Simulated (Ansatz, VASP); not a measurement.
# Cross-check of Cs2AgBiBr6 between VASP and Ansatz, part 2 of 2

Wanted: the spread between two codes on one cell, functional and k mesh. The cell is taken from a series of runs on this material, whose earlier steps may have relaxed, scaled, displaced or heated it; both programs get it as it stands.

VASP 6.6.1 and Ansatz 0.2.0.

So far: Set-up; VASP: dielectric response, PBE.

## (3) Ansatz: dielectric response, PBE

Level of this step: Ansatz beside VASP: Kohn-Sham DFT, plane waves, PBE (Ansatz).

Ansatz runs on its default PAW (the set named soft_2) files.

The same cell, functional and mesh now go to Ansatz, which takes its cutoff from its data sets.

Contents of input.yaml:

```yaml
crystal:
  lattice:
    - [0.0, 5.6161, 5.6161]
    - [5.6161, 0.0, 5.6161]
    - [5.6161, 5.6161, 0.0]
  atoms:
    - { symbol: Cs, position: [0.25, 0.25, 0.25] }
    - { symbol: Cs, position: [0.75, 0.75, 0.75] }
    - { symbol: Ag, position: [0.5, 0.5, 0.5] }
    - { symbol: Bi, position: [0.0, 0.0, 0.0] }
    - { symbol: Br, position: [0.25055, 0.74945, 0.25055] }
    - { symbol: Br, position: [0.25055, 0.74945, 0.74945] }
    - { symbol: Br, position: [0.74945, 0.25055, 0.74945] }
    - { symbol: Br, position: [0.74945, 0.25055, 0.25055] }
    - { symbol: Br, position: [0.25055, 0.25055, 0.74945] }
    - { symbol: Br, position: [0.74945, 0.74945, 0.25055] }
kpoints:
  mp_grid: { grid: [4, 4, 4] }
hamiltonian:
  xc: pbe
scf:
  occupations: { method: fixed }
dielectric: {}
```

Started as:

```sh
$ ansatz run input.yaml --threads 3 --pin off --max-ram 92160MiB --backend cuda --devices 1 --max-vram 13GiB --events-out ev --progress --plain --runs-dir out
```

Numbers of over 12 decimals in the logs are rounded to 6 here.

The program printed:

```text
GPUs: using 1 of 1 available (devices: 1).
Engine: ansatz 0.2.0, x86_64-unknown-linux-gnu
Pseudopotentials: kind: paw
Pseudopotential: Cs, paw, valence charge 9, recommended cutoff 420 eV (normal), Cs.paw.azcp
Pseudopotential: Ag, paw, valence charge 19, recommended cutoff 420 eV (normal), Ag.paw.azcp
Pseudopotential: Bi, paw, valence charge 15, recommended cutoff 420 eV (normal), Bi.paw.azcp
Pseudopotential: Br, paw, valence charge 7, recommended cutoff 420 eV (normal), Br.paw.azcp
Functional definition: PBE
  parameter kappa = 0.804
  parameter beta = 0.066725
  exchange = pbe_x(kappa = kappa, mu = beta*pi^2/3)
  correlation = pbe_c(beta = beta)
device memory: the entry about to start is reckoned to put 4.7 GiB on a device that reports 28.4 GiB free (of which the cap on the GPU budget leaves the run 13.0 GiB)
GPU FFT provider: cuFFT
GPU libraries: cuBLAS 13.8.2, cuFFT 12.4.0, cuSOLVER 12.3.4
Crystal: 10 atoms, lattice volume = 354.270 Å³
Basis set: ecut = 420 eV, 6879 PW (Γ), exchange–correlation on 108×108×108 points (8 copies of the dense FFT grid, shifted against one another)
Bands: 57, of which v1, the nominal top of the filled ones, is band 47 counted from 1 (46 counted from 0)
Symmetry: 48 space group operations
k-points: 13 of 64 (irreducible under 8 space group operations, time reversal used)
Non-local potential: Cs, projectors of the file, l = 0: 3, l = 1: 2, l = 2: 2, l = 3: 2
Non-local potential: Ag, projectors of the file, l = 0: 3, l = 1: 2, l = 2: 2, l = 3: 1
Non-local potential: Bi, projectors of the file, l = 0: 2, l = 1: 2, l = 2: 2, l = 3: 2
Non-local potential: Br, projectors of the file, l = 0: 2, l = 1: 2, l = 2: 2
PAW form: soft (Blöchl's): semilocal exchange-correlation on the pseudo side does not see the compensation charge
PAW one-centre angular grid: Cs, 194 points (default); XC on 64 Gauss nodes
PAW one-centre angular grid: Ag, 590 points (default); XC on 64 Gauss nodes
PAW one-centre angular grid: Bi, 590 points (default); XC on 64 Gauss nodes
PAW one-centre angular grid: Br, 110 points (default); XC on 64 Gauss nodes
Initial density: superposition of atomic densities (neutral atoms: chi_scale 0, normalization atom), corrected by the library's trained network
Initial wavefunctions: pseudopotential atomic-orbital guess
GPU buffer pool allocated for 157464 grid points (all kernels)
GPU transforms: local potential and band sums: pruned to the plane-wave sphere, on 54×54×54
Functional: x = pbe(κ = 0.804, μ = 0.219515), c = pbe(β = 0.066725)
SCF iter   1: F=—  HF=-48039.028512 eV  |F-HF|=—  |Δ(HF+E_count)|=         —  Δρ=7.61e-4  dr2=1.60e-3  ethr=1.77e-3  ⟨swp⟩=5.1  Hψ=2570  notcnv=0  defer=93
preconditioner: auto → Resta (q_TF=auto, 2.187 Å⁻¹)  ε∞=3.6  [insulator: Δε(μ)=1.245 eV  Ē_g=10.290 eV  n_scr=58 (ndim 8)  ℏωp=16.7 eV  f_vac=0.040  ε∞_Penn≈3.6]
SCF iter   2: F=—  HF=-48039.034351 eV  |F-HF|=—  |Δ(HF+E_count)|=   5.84e-3  Δρ=3.71e-4  dr2=6.54e-4  ethr=1.70e-6  ⟨swp⟩=3.0  Hψ=2005  notcnv=0  defer=101
SCF iter   3: F=—  HF=-48039.034480 eV  |F-HF|=—  |Δ(HF+E_count)|=   1.30e-4  Δρ=1.14e-4  dr2=5.03e-5  ethr=6.96e-7  ⟨swp⟩=2.2  Hψ=1082  notcnv=0  defer=98
SCF iter   4: F=—  HF=-48039.034451 eV  |F-HF|=—  |Δ(HF+E_count)|=   2.90e-5  Δρ=4.89e-5  dr2=1.04e-5  ethr=5.36e-8  ⟨swp⟩=2.0  Hψ=997  notcnv=0  defer=93
SCF iter   5: F=—  HF=-48039.035026 eV  |F-HF|=—  |Δ(HF+E_count)|=   5.75e-4  Δρ=1.49e-5  dr2=1.21e-6  ethr=1.11e-8  ⟨swp⟩=2.0  Hψ=1139  notcnv=0  defer=91
SCF iter   6: F=—  HF=-48039.035027 eV  |F-HF|=—  |Δ(HF+E_count)|=   3.95e-7  Δρ=5.86e-6  dr2=1.46e-7  ethr=1.29e-9  ⟨swp⟩=2.0  Hψ=1270  notcnv=0  defer=91
SCF iter   7: F=—  HF=-48039.035027 eV  |F-HF|=—  |Δ(HF+E_count)|=   8.12e-8  Δρ=1.62e-6  dr2=1.35e-8  ethr=1.56e-10  ⟨swp⟩=2.0  Hψ=1270  notcnv=0  defer=91
SCF iter   8: F=—  HF=-48039.035027 eV  |F-HF|=—  |Δ(HF+E_count)|=   2.10e-8  Δρ=3.68e-7  dr2=7.92e-10  ethr=1.44e-11  ⟨swp⟩=2.0  Hψ=1050  notcnv=0  defer=91
SCF iter   9: F=-48039.035027 eV  HF=-48039.035027 eV  |F-HF|=2.91e-11  |Δ(HF+E_count)|=   1.87e-9  Δρ=6.80e-8  dr2=2.17e-11  ethr=1.00e-12  ⟨swp⟩=19.7  Hψ=4457  notcnv=0
SCF 1 converged in 9 iterations: F = -48039.035027 eV  dr2 = 2.17e-11
  greatest PAW one-centre occupation: 1.000 electrons in one spin orbital (limit 2), on the Ag atom at site 2 (counted from 0), in its partial waves of l = 0
the response reads at least the filled bands of the reference SCF and the lowest empty band at each k-point, and that SCF's band table does not vouch for those bands. The notice of the band table in this run's record says why
device memory: the entry about to start is reckoned to put 1.4 GiB on a device that reports 26.8 GiB free (of which the cap on the GPU budget leaves the run 12.9 GiB)
NSCF: frozen V_eff on 1 k-points
device memory: the entry about to start is reckoned to put 0.1 GiB (of the 0.2 GiB reckoned in all, the device holds 0.1 GiB already) on a device that reports 27.3 GiB free (of which the cap on the GPU budget leaves the run 12.9 GiB)
device memory: the entry about to start is reckoned to put 3.4 GiB (of the 3.5 GiB reckoned in all, the device holds 0.1 GiB already) on a device that reports 27.7 GiB free (of which the cap on the GPU budget leaves the run 12.9 GiB)
DFPT response loops at Γ: preconditioner auto → Resta (q_TF=auto, 2.187 Å⁻¹)  ε∞=6.9 (no band partly filled); β = 1.00, the filter's whole step (`scf.mixing.beta` (0.50) is not read by the response loops at its default; to damp them type it under 1.00, their step now; it binds the ground state too); Broyden in place of MSR1
── the response to a field inside a basis, on 4×4×4 k-points: an SCF that follows is theirs, and a resumed run solves both again ──
device memory: the entry about to start is reckoned to put 0.7 GiB on a device that reports 25.7 GiB free (of which the cap on the GPU budget leaves the run 12.9 GiB)
GPU FFT provider: cuFFT
GPU libraries: cuBLAS 13.8.2, cuFFT 12.4.0, cuSOLVER 12.3.4
Bands: 48, of which v1, the nominal top of the filled ones, is band 47 counted from 1 (46 counted from 0)
k-points: 10 of 64 (irreducible under 12 space group operations)
Initial density: handed on by an earlier stage of this run
Initial wavefunctions: pseudopotential atomic-orbital guess (no wavefunctions were taken with the density)
GPU buffer pool allocated for 157464 grid points (all kernels)
GPU transforms: band sums: pruned to the plane-wave sphere, on 54×54×54
Eigensolver: Dense (10 Hₖ)
SCF iter   1: F=—  HF=-48038.542647 eV  |F-HF|=—  |Δ(HF+E_count)|=         —  Δρ=2.97e-4  dr2=2.40e-4  ethr=1.00e-1
preconditioner: auto → Resta (q_TF=auto, 2.187 Å⁻¹)  ε∞=5.9  [insulator: Δε(μ)=1.556 eV  Ē_g=7.576 eV  n_scr=58 (ndim 8)  ℏωp=16.7 eV  f_vac=0.041  ε∞_Penn≈5.9]
SCF iter   2: F=—  HF=-48038.542688 eV  |F-HF|=—  |Δ(HF+E_count)|=   4.10e-5  Δρ=1.58e-4  dr2=8.05e-5  ethr=2.55e-7
SCF iter   3: F=—  HF=-48038.542728 eV  |F-HF|=—  |Δ(HF+E_count)|=   3.97e-5  Δρ=6.96e-5  dr2=1.49e-5  ethr=8.56e-8
SCF iter   4: F=—  HF=-48038.542731 eV  |F-HF|=—  |Δ(HF+E_count)|=   2.99e-6  Δρ=1.24e-5  dr2=6.73e-7  ethr=1.58e-8
SCF iter   5: F=-48038.542733 eV  HF=-48038.542732 eV  |F-HF|=6.31e-8  |Δ(HF+E_count)|=   1.47e-6  Δρ=3.17e-6  dr2=6.96e-8  ethr=7.16e-10
SCF 1 converged in 5 iterations: F = -48038.542733 eV  dr2 = 6.96e-8
device memory: the entry about to start is reckoned to put 0.1 GiB (of the 0.2 GiB reckoned in all, the device holds 0.1 GiB already) on a device that reports 23.8 GiB free (of which the cap on the GPU budget leaves the run 12.8 GiB)
device memory: the entry about to start is reckoned to put 4.3 GiB (of the 4.4 GiB reckoned in all, the device holds 0.1 GiB already) on a device that reports 20.8 GiB free (of which the cap on the GPU budget leaves the run 12.5 GiB)
DFPT response loops at Γ: preconditioner auto → Resta (q_TF=auto, 2.187 Å⁻¹)  ε∞=6.2 (no band partly filled); β = 1.00, the filter's whole step (`scf.mixing.beta` (0.50) is not read by the response loops at its default; to damp them type it under 1.00, their step now; it binds the ground state too); Broyden in place of MSR1
SCF converged after 9 iterations
Free energy (F): -48039.035027 eV
Harris-Foulkes:  -48039.035027 eV  (|F-HF|=2.91e-11)
Internal energy: -48039.035027 eV  (E = F + TS)
E sigma→0 (E₀):  -48039.035027 eV
Fermi energy:    4.450943 eV
--- Per-component energies (eV) ---
  E_band       = -798.365708
  E_kinetic    = 1916.265587
  E_local      = -8312.158203  (includes V_loc(G=0)·N_el)
  E_nonlocal   = 1128.610011
  E_hartree    = 3268.064470
  E_xc         = -2272.959306
  E_vxc        = -1254.565500  (∫ρ·V_xc dr)
  E_paw        = -38180.889144  (= ΣΔE_a)
  E_vpaw       = -812.646468  (= ΣTr[D̂ρ^β])
  E_aug_tail   = -0.000082  (compensation charges beyond the density's cutoff)
  E_ewald      = -5585.968359
  E_smearing   = -0.000000  (= −TS)
  E_closure    = -0.000000  (closes the sum)
  Σ components = -48039.035027   (vs F -48039.035027, Δ=0.00e0)
--- Band table (eV; the first three rows and the last of 13) ---
  k-point 0: bands = [... 43 lower, 3.2020, 3.2020, 3.7514, 3.7514, 6.7616, 6.7616, 6.7616, 8.0544, ... 6 higher]
  k-point 1: bands = [... 43 lower, 2.9206, 3.1017, 3.3644, 3.3644, 6.2342, 7.4551, 7.4551, 8.6165, ... 6 higher]
  k-point 2: bands = [... 43 lower, 2.9037, 3.0616, 3.1647, 3.1647, 5.7145, 8.1643, 8.1643, 9.3675, ... 6 higher]
  k-point 12: bands = [... 43 lower, 2.9531, 2.9531, 3.1543, 4.3490, 7.0823, 7.4749, 7.4749, 9.7355, ... 6 higher]
--- Dielectric response (ions clamped): 3 representative field directions + reference, inside a basis on a mesh of 64 k-points (Σ response iterations 18) ---
  ε∞ (high-frequency dielectric tensor):
        5.032020     0.000000     0.000000
        0.000000     5.032020     0.000000
        0.000000     0.000000     5.032020
  Born effective charges Z* (e; rows j = field, columns β = displacement):
    site 0:
         1.35169    0.00000   -0.00000
        -0.00000    1.35169    0.00000
         0.00000    0.00000    1.35169
    site 1:
         1.35169    0.00000   -0.00000
        -0.00000    1.35169    0.00000
         0.00000    0.00000    1.35169
    site 2:
         1.87574    0.00000   -0.00000
        -0.00000    1.87574    0.00000
         0.00000   -0.00000    1.87574
    site 3:
         4.76611   -0.00000    0.00000
         0.00000    4.76611    0.00000
        -0.00000   -0.00000    4.76611
    site 4:
        -0.76487   -0.00000    0.00000
         0.00000   -3.14287   -0.00000
         0.00000   -0.00000   -0.76487
    site 5:
        -3.14287   -0.00000   -0.00000
         0.00000   -0.76487    0.00000
         0.00000    0.00000   -0.76487
    site 6:
        -0.76487   -0.00000   -0.00000
         0.00000   -3.14287   -0.00000
        -0.00000   -0.00000   -0.76487
    site 7:
        -3.14287   -0.00000   -0.00000
         0.00000   -0.76487    0.00000
         0.00000    0.00000   -0.76487
    site 8:
        -0.76487    0.00000   -0.00000
        -0.00000   -0.76487    0.00000
         0.00000    0.00000   -3.14287
    site 9:
        -0.76487    0.00000    0.00000
        -0.00000   -0.76487   -0.00000
        -0.00000   -0.00000   -3.14287
  Z* charge neutrality: 1.385e-4 e pre-enforcement
  solved inside a basis spanned on kpoints, on 4×4×4 k-points, its susceptibility summed on 8×8×8: ε∞ is read to err by 3.2e-2, Z* by 3.1e-2 e (field_mesh: kpoints solves on kpoints); Z* is corrected for what the basis lacks
```

## (4) Differences

Known differences besides the potentials themselves: fixed occupations in Ansatz, narrow Gaussian smearing in VASP; VASP's response is taken on the typed mesh, Ansatz refines its own for the field response alone; the data sets hold 94 valence electrons in Ansatz (on its default PAW (the set named soft_2) files) and 86 in VASP; the cutoff is 420 eV in Ansatz and 400 eV in VASP. Total energies have different zeros and are not compared.

The two programs side by side:

| quantity | Ansatz | VASP | difference |
| --- | --- | --- | --- |
| ε∞ xx | 5.03 | 5.07 | -0.77 % |
| ε∞ yy | 5.03 | 5.07 | -0.77 % |
| ε∞ zz | 5.03 | 5.07 | -0.77 % |
| Born charge of Cs1 (mean of the diagonal) (e) | 1.35 | 1.35 | 0.00 |
| Born charge of Ag3 (mean of the diagonal) (e) | 1.88 | 1.88 | -0.01 |
| Born charge of Bi4 (mean of the diagonal) (e) | 4.77 | 4.76 | +0.01 |
| Born charge of Br5 (mean of the diagonal) (e) | -1.56 | -1.56 | 0.00 |

## (5) What came out

| Item | Value |
| --- | --- |
| difference in ε∞ xx (dielectric response, PBE) | -0.77 % |

What this shows: The difference in ε∞ xx is -0.77 % (dielectric response, PBE), within the 5 % picked in this series as the mark of a large difference. The data sets hold unlike numbers of valence electrons (94 in Ansatz and 86 in VASP), so part of the differences comes from the potentials. How closely two codes agree says nothing of how well the functional describes the real material.

[Lines on the potential files, build, host, timing and source positions are cut from VASP's logs without a mark.]

[Logs are printed without paths, hosts, clocks, repeated set-up lines and the standing remarks that a program may print on its own settings, such as how far it seeks lower states.]

[Hosts, paths, dates, database ids (printed as entryN), source tags and the programs' standing remarks are cut or masked in the printed files.]
